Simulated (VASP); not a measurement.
Data:

```yaml
crystal:
  lattice:
    - [0.00000, 2.71944, 2.71944]
    - [2.71944, 0.00000, 2.71944]
    - [2.71944, 2.71944, 0.00000]
  atoms:
    - { symbol: Mg, position: [0.00000, 0.00000, 0.00000] }
    - { symbol: Se, position: [0.50000, 0.50000, 0.50000] }
```

Computed with PBE GGA with D4 dispersion, VASP's PBE PAW potentials (set 64) (plane waves; VASP 6.6.1). Run with 520 eV cut-off, Gaussian smearing of 0.050 eV, potentials Mg Se.

Problem. Give the energies of bands 2 to 7 at the high-symmetry points, in eV from the valence-band maximum.

Solution. 
```csv
band,Γ,X,U,L,W
2,0.00,-4.30,-3.81,-4.99,-3.35
3,0.00,-1.80,-3.37,-0.59,-3.35
4,0.00,-1.80,-1.45,-0.59,-2.57
5,2.64,1.81,3.05,3.83,4.57
6,7.41,3.94,6.29,6.11,7.00
7,7.41,11.82,8.97,6.11,7.58
```

The gap is indirect, 1.81 eV, from the valence maximum at Γ to the conduction minimum at X.

The compound is MgSe in the rock salt structure. It was relaxed first.
